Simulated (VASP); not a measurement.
Output of a VASP run:

File OSZICAR:
```
       N       E                     dE             d eps       ncg     rms          rms(c)
DAV:   1     0.110377325788E+02    0.11038E+02   -0.40510E+03   560   0.899E+02
DAV:   2    -0.126482320802E+02   -0.23686E+02   -0.22829E+02   896   0.110E+02
DAV:   3    -0.128843970692E+02   -0.23616E+00   -0.23616E+00   648   0.147E+01
DAV:   4    -0.128849872706E+02   -0.59020E-03   -0.59020E-03   952   0.768E-01
DAV:   5    -0.128849873793E+02   -0.10874E-06   -0.10874E-06   696   0.100E-02    0.776E+00
DAV:   6    -0.123532854359E+02    0.53170E+00   -0.14318E+00   608   0.645E+00    0.434E+00
DAV:   7    -0.122780350427E+02    0.75250E-01   -0.24207E-01   848   0.299E+00    0.135E+00
DAV:   8    -0.122734310717E+02    0.46040E-02   -0.24252E-02   616   0.116E+00    0.192E-01
DAV:   9    -0.122741047757E+02   -0.67370E-03   -0.79933E-04   752   0.247E-01    0.803E-02
DAV:  10    -0.122744622139E+02   -0.35744E-03   -0.54005E-04   664   0.190E-01    0.299E-02
DAV:  11    -0.122744808443E+02   -0.18630E-04   -0.39918E-05   792   0.515E-02    0.231E-02
DAV:  12    -0.122744830709E+02   -0.22266E-05   -0.34774E-06   592   0.170E-02    0.370E-03
DAV:  13    -0.122744831211E+02   -0.50185E-07   -0.53823E-08   280   0.218E-03
   1 F= -.12274483E+02 E0= -.12274483E+02  d E =-.122745E+02
```

OUTCAR:
```
------------------------ aborting loop because EDIFF is reached ----------------------------------------
  FORCE on cell =-STRESS in cart. coord.  units (eV):
  Direction    XX          YY          ZZ          XY          YZ          ZX
  --------------------------------------------------------------------------------------
  Total        0.0006666      0.0006666      0.0006666      0.0000000     -0.0000000      0.0000000
  in kB        0.0447360      0.0447360      0.0447360      0.0000000     -0.0000000      0.0000000
  external PRESSURE =       0.0447360 kB  Pullay stress =       0.0000000 kB
  volume of cell :       23.87
      direct lattice vectors                 reciprocal lattice vectors
     0.000000000  2.285375977  2.285375977    -0.218782382  0.218782382  0.218782382
     2.285375977  0.000000000  2.285375977     0.218782382 -0.218782382  0.218782382
     2.285375977  2.285375977  0.000000000     0.218782382  0.218782382 -0.218782382
  FREE ENERGIE OF THE ION-ELECTRON SYSTEM (eV)
  ---------------------------------------------------
  free  energy   TOTEN  =       -12.2744831211 eV

  energy  without entropy=      -12.2744831211  energy(sigma->0) =      -12.27448312

 reached required accuracy - stopping structural energy minimisation
```
(Selected blocks of OUTCAR.)

File POSCAR:
```
BP
1
    0.0000000000     2.2853759767     2.2853759767
    2.2853759767     0.0000000000     2.2853759767
    2.2853759767     2.2853759767    -0.0000000000
B P
1 1
Direct
  0.0000000000   0.0000000000   0.0000000000
  0.2500000000   0.2500000000   0.2500000000
```

Problem. Write an INCAR and KPOINTS that could have produced this output.

Solution. Several could match; the one computed here: the input of the run itself, RPBE GGA, plane waves, VASP's PBE PAW potentials (set 64).

**INCAR**
```
SYSTEM = BP
PREC = Accurate; ENCUT = 520; LREAL = .False.
LASPH = .True.
EDIFF = 1E-6; NELM = 100; ALGO = Normal
ISMEAR = 0; SIGMA = 0.05
GGA = RP
IBRION = 2; NSW = 60; ISIF = 3
EDIFFG = -0.01
LWAVE = .False.; LCHARG = .False.
```

### KPOINTS
```
Automatic mesh
0
Gamma
9 9 9
0 0 0
```

POTCAR, in this order: B P (PBE.64 set). Program: vasp_std.

The compound is BP in the zinc blende structure. It was relaxed first. The start is the result of an earlier pass.
